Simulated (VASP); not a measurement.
Calculation: vdW-DF-cx, VASP's PBE PAW potentials (set 64) (plane waves; VASP).

VASP ran on this input.

POSCAR:
```
BaZrO3
1
    4.1988984172     0.0000000000     0.0000000000
   -0.0000000000     4.1988984172     0.0000000000
   -0.0000000000    -0.0000000000     4.1988984172
Ba Zr O
1 1 3
Direct
  0.0000000000   0.0000000000   0.0000000000
  0.5000000000   0.5000000000   0.5000000000
  0.5000000000   0.0000000000   0.5000000000
  0.0000000000   0.5000000000   0.5000000000
  0.5000000000   0.5000000000   0.0000000000
```

### KPOINTS
```
Automatic mesh
0
Gamma
6 6 6
0 0 0
```

**INCAR**
```
# general
SYSTEM   = BaZrO3
PREC     = Accurate
ENCUT    = 520
LREAL    = F
LASPH    = T

# electronic loop
EDIFF    = 1E-7
NELM     = 100
ALGO     = Normal
LMAXMIX  = 4

# smearing
ISMEAR   = -5

# functional
GGA      = CX
LUSE_VDW = T
AGGAC    = 0.0

# ions
ISIF     = 2

# output
LWAVE    = F
LCHARG   = T
LORBIT   = 11
NEDOS    = 601

# other
LEFG     = T
```

POTCAR, in this order: Ba_sv Zr_sv O (PBE.64 set). Program: vasp_std.

What VASP printed:

File OSZICAR:
```
       N       E                     dE             d eps       ncg     rms          rms(c)
DAV:   1     0.336985748665E+03    0.33699E+03   -0.22402E+04   960   0.163E+03
DAV:   2    -0.193437456416E+02   -0.35633E+03   -0.34966E+03  1208   0.391E+02
DAV:   3    -0.398980861781E+02   -0.20554E+02   -0.20535E+02  1664   0.936E+01
DAV:   4    -0.403062231381E+02   -0.40814E+00   -0.40808E+00  1264   0.110E+01
DAV:   5    -0.403158487710E+02   -0.96256E-02   -0.96253E-02  1472   0.127E+00    0.300E+01
DAV:   6    -0.331651192590E+02    0.71507E+01   -0.44984E+01  1232   0.431E+01    0.137E+01
DAV:   7    -0.331181903895E+02    0.46929E-01   -0.32850E+00  1424   0.105E+01    0.783E+00
DAV:   8    -0.330964592723E+02    0.21731E-01   -0.31243E-01  1264   0.460E+00    0.682E-01
DAV:   9    -0.330959396832E+02    0.51959E-03   -0.51229E-02  1376   0.134E+00    0.448E-01
DAV:  10    -0.330976094333E+02   -0.16698E-02   -0.14001E-02  1304   0.107E+00    0.222E-01
DAV:  11    -0.330972827090E+02    0.32672E-03   -0.18393E-03  1232   0.379E-01    0.372E-02
DAV:  12    -0.330973330595E+02   -0.50351E-04   -0.14126E-04  1168   0.938E-02    0.361E-02
DAV:  13    -0.330973330929E+02   -0.33376E-07   -0.19136E-05  1552   0.333E-02    0.463E-03
DAV:  14    -0.330973335524E+02   -0.45953E-06   -0.18950E-06  1168   0.113E-02    0.304E-03
DAV:  15    -0.330973335586E+02   -0.61632E-08   -0.36456E-07  1256   0.413E-03
   1 F= -.33097334E+02 E0= -.33097334E+02  d E =0.000000E+00
```

**OUTCAR**
```
------------------------ aborting loop because EDIFF is reached ----------------------------------------
  FORCE on cell =-STRESS in cart. coord.  units (eV):
  Direction    XX          YY          ZZ          XY          YZ          ZX
  --------------------------------------------------------------------------------------
  Total       -0.0015581     -0.0015581     -0.0015581      0.0000000      0.0000000     -0.0000000
  in kB       -0.0337208     -0.0337208     -0.0337208      0.0000000      0.0000000     -0.0000000
  external PRESSURE =      -0.0337208 kB  Pullay stress =       0.0000000 kB
  volume of cell :       74.03
      direct lattice vectors                 reciprocal lattice vectors
     4.198898417  0.000000000  0.000000000     0.238157702  0.000000000  0.000000000
     0.000000000  4.198898417  0.000000000     0.000000000  0.238157702  0.000000000
     0.000000000  0.000000000  4.198898417     0.000000000  0.000000000  0.238157702
 POSITION                                       TOTAL-FORCE (eV/Angst)
 -----------------------------------------------------------------------------------
      0.00000      0.00000      0.00000         0.000000      0.000000      0.000000
      2.09945      2.09945      2.09945         0.000000      0.000000      0.000000
      2.09945      0.00000      2.09945         0.000000      0.000000      0.000000
      0.00000      2.09945      2.09945         0.000000      0.000000      0.000000
      2.09945      2.09945      0.00000         0.000000      0.000000      0.000000
 -----------------------------------------------------------------------------------
    total drift:                                0.000000     -0.000000     -0.000000
  FREE ENERGIE OF THE ION-ELECTRON SYSTEM (eV)
  ---------------------------------------------------
  free  energy   TOTEN  =       -33.0973335586 eV

  energy  without entropy=      -33.0973335586  energy(sigma->0) =      -33.09733356

 total charge

# of ion       s       p       d       tot
------------------------------------------
    1        2.001   5.624   0.269   7.894
    2        2.199   6.084   1.426   9.708
    3        1.555   3.474   0.000   5.029
    4        1.555   3.474   0.000   5.029
    5        1.555   3.474   0.000   5.029
--------------------------------------------------
tot          8.866  22.131   1.694  32.691

 Electric field gradients after diagonalization (V/A^2)
 (convention: |V_zz| > |V_xx| > |V_yy|)
----------------------------------------------------------------------
 ion       V_xx      V_yy      V_zz     asymmetry (V_yy - V_xx)/ V_zz
----------------------------------------------------------------------
   1      -0.000    -0.000     0.000       0.007
   2      -0.000    -0.000     0.000       0.422
   3       8.249     8.249   -16.499       0.000
   4       8.249     8.249   -16.499       0.000
   5       8.249     8.249   -16.499       0.000
```
(Selected blocks of OUTCAR.)

**OUTCAR**
```
 val. band max:        3.6223576500   @ k =   0.5000   0.5000   0.5000

 cond. band min:       6.7867054628   @ k =   0.0000   0.0000   0.0000


 Fermi energy:         3.6472462132

 k-point     1 :       0.0000    0.0000    0.0000
  band No.  band energies     occupation
      1     -43.3482      2.00000
      2     -21.6501      2.00000
      3     -21.5358      2.00000
      4     -21.5358      2.00000
      5     -21.5358      2.00000
      6     -12.6492      2.00000
      7     -12.3563      2.00000
      8     -12.3563      2.00000
      9      -6.7728      2.00000
     10      -6.7728      2.00000
     11      -6.7728      2.00000
     12       2.1623      2.00000
     13       2.1623      2.00000
     14       2.1623      2.00000
     15       2.6363      2.00000
     16       2.6363      2.00000
     17       2.6363      2.00000
     18       3.3977      2.00000
     19       3.3977      2.00000
     20       3.3977      2.00000
     21       6.7867      0.00000
     22       6.7867      0.00000
     23       6.7867      0.00000
     24       8.2640      0.00000

 k-point     2 :       0.1667    0.0000    0.0000
  band No.  band energies     occupation
      1     -43.3474      2.00000
      2     -21.7339      2.00000
      3     -21.5341      2.00000
      4     -21.5341      2.00000
      5     -21.4990      2.00000
      6     -12.6544      2.00000
      7     -12.3506      2.00000
      8     -12.1763      2.00000
      9      -6.7556      2.00000
     10      -6.7556      2.00000
     11      -6.7211      2.00000
     12       1.7198      2.00000
     13       2.0712      2.00000
     14       2.0712      2.00000
     15       2.3894      2.00000
     16       2.3894      2.00000
     17       2.4378      2.00000
     18       2.7513      2.00000
     19       3.3108      2.00000
     20       3.3108      2.00000
     21       6.8820      0.00000
     22       7.3923      0.00000
     23       7.3923      0.00000
     24       8.6960      0.00000
...
```

Unless said otherwise, spin-orbit coupling is left out, though it shifts the bands of the heavy elements here.

The compound is BaZrO3 in the cubic perovskite structure. It was relaxed first.
